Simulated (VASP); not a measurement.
Write the native input for VASP 6.6.1 that does the following.

| Quantity | Value |
| --- | --- |
| Task | single point |
| Functional | r2SCAN |
| Potentials or basis | VASP PAW PBE potentials, release 64 (Tb, O) |
| Cutoff | 520 eV |
| k mesh | 7 × 7 × 4 |
| Occupations | gaussian, width 0.05 eV |
| Spin | collinear spin, antiferromagnetic start |
| Starting moments | [6.0, -6.0, 0.0, 0.0] μB |
| Supercell matrix | [1, 0, 0, 0, 1, 0, 0, 0, 2] |
| Further INCAR settings | ALGO = Normal; EDIFF = 1e-06 |

The structure of TbO lies in POSCAR:

```
TbO
1.0
    2.7838380500      0.0000000000      0.0000000000
    0.0000000000      2.7838380500      0.0000000000
    0.0000000000      0.0000000000      5.5676761000
Tb O
2 2
Direct
    0.0000000000      0.0000000000      0.0000000000
    0.0000000000      0.0000000000      0.5000000000
    0.5000000000      0.5000000000      0.2500000000
    0.5000000000      0.5000000000      0.7500000000
```

The cell comes from a database or a generator and needn't be the stable form of this composition.

The input as run:

INCAR

```
PREC = Accurate
ENCUT = 520
EDIFF = 1E-6
ISMEAR = 0
SIGMA = 0.05
LREAL = False
LASPH = True
NELM = 100
ALGO = Normal
ISIF = 2
LWAVE = False
LCHARG = False
ISPIN = 2
MAGMOM = 6 -6 0 0
LORBIT = 11
LMAXMIX = 6
METAGGA = R2SCAN
LMIXTAU = True
```

KPOINTS

```
Automatic mesh
0
Gamma
  7 7 4
```

Potentials or basis: VASP PAW PBE potentials, release 64 (Tb, O).

The run is started by

```bash
$ cat potpaw_PBE.64/Tb/POTCAR potpaw_PBE.64/O/POTCAR > POTCAR
$ mpirun -np 1 vasp_std > vasp.out
```

Results of the run:

```
Pressure                                              : 44.6 GPa
Band gap on the k mesh                                : none (metal or under the smearing width)
Net moment                                            : 0.00 μB per cell
Site moments                                          : Tb +5.55, -5.55; O +0.00 μB
Valence electrons inside the program's atomic spheres : Tb 16.74; O 5.12
```

Caveat: the magnetic or orbital state may not be the lowest; a pressure of tens of GPa on the cell as given is suspect, and the run, the potentials or the cell itself is likely at fault; the PAW data sets were made with another functional, which shifts forces and pressure a little; spin-orbit coupling is left out, which moves the levels of the heavy elements; without U or exact exchange the open f shell lies at the Fermi level, which spoils levels, moments and volumes.

It took 6.5 min on 1 thread of Intel(R) Xeon(R) 6975P-C (Granite Rapids), with other jobs on the host, peak memory 0.25 GiB.
